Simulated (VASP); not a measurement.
Consider the following.

```
CELL_PARAMETERS angstrom
      3.80833     0.00000     0.00000
     -1.90417     3.29811     0.00000
      0.00000     0.00000     6.24016
ATOMIC_POSITIONS crystal
  Zn 0.33333 0.66667 0.00000
  Zn 0.66667 0.33333 0.50000
  S  0.33333 0.66667 0.37500
  S  0.66667 0.33333 0.87500
```

Calculation: r2SCAN meta-GGA, VASP's PBE PAW potentials (set 64) (plane waves; VASP). Numerical set-up: PREC = Normal, EDIFF = 1E-5, 400 eV cut-off, 9×9×5 Γ-centred mesh, Gaussian smearing of 0.050 eV, potentials Zn S.

Predict the energy per atom (σ→0), band gap (on the k-mesh) with the smallest direct gap where there is one.

```yaml
band gap (on the k-mesh): 2.79 eV
smallest direct gap (on the k-mesh): 2.79 eV
energy per atom (σ→0): -9.426 eV/atom
```

The compound is ZnS in the wurtzite structure, the high-temperature form. It was relaxed first.
